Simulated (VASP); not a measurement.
Here is a VASP 6.6.1 calculation.

Contents of INCAR:

```
  PREC = Accurate
  ENCUT = 520
  EDIFF = 1E-8
  ISMEAR = 0
  SIGMA = 0.03
  LREAL = F
  LASPH = T
  NELM = 80
  ALGO = Normal
  ISIF = 2
  LWAVE = F
  LCHARG = F
  GGA = PE
  LEPSILON = T
  KPAR = 2
```

The input KPOINTS:

```
Automatic mesh
0
Gamma
  15 15 3
```

File POSCAR:

```
WS2                                     
1.0
    3.1541041060     -0.0000000000     -0.0000000000
   -1.5770520530      2.7315342820      0.0000000000
   -0.0000000000     -0.0000000000     12.1422919333
  W               S             
     2     4
Direct
     0.3333333332999970    0.6666666667000030    0.2500000000000000
     0.6666666667000030    0.3333333332999970    0.7500000000000000
     0.3333333332999970    0.6666666667000030    0.6203012366569965
     0.6666666667000030    0.3333333332999970    0.1203012366569965
     0.3333333332999970    0.6666666667000030    0.8796987633430035
     0.6666666667000030    0.3333333332999970    0.3796987633430035
```

Potentials or basis: VASP PAW PBE potentials, release 64 (W_sv, S).

Command:

```console
$ cat potpaw_PBE.64/W_sv/POTCAR potpaw_PBE.64/S/POTCAR > POTCAR
$ mpirun -np 2 vasp_std > vasp.out
```

Question: Predict the electronic dielectric tensor (diagonal).

Answer: 14.08, 14.08, 6.61.

Question: Predict the Born charges (mean of the diagonal).

Answer: W -0.51; S +0.26 e.

Question: What does it give for the band gap on the k mesh?

Answer: 0.95 eV, indirect (least direct gap 1.83 eV).

Electronic dielectric tensor:
```
14.08  0.00  0.00
 0.00 14.08  0.00
 0.00  0.00  6.61
```

Caveat: spin-orbit coupling is left out, which moves the levels of the heavy elements; an odd mesh through Γ misses points on the zone boundary, where band edges often lie. PBE gaps usually lie below the measured ones, often by a third to a half.
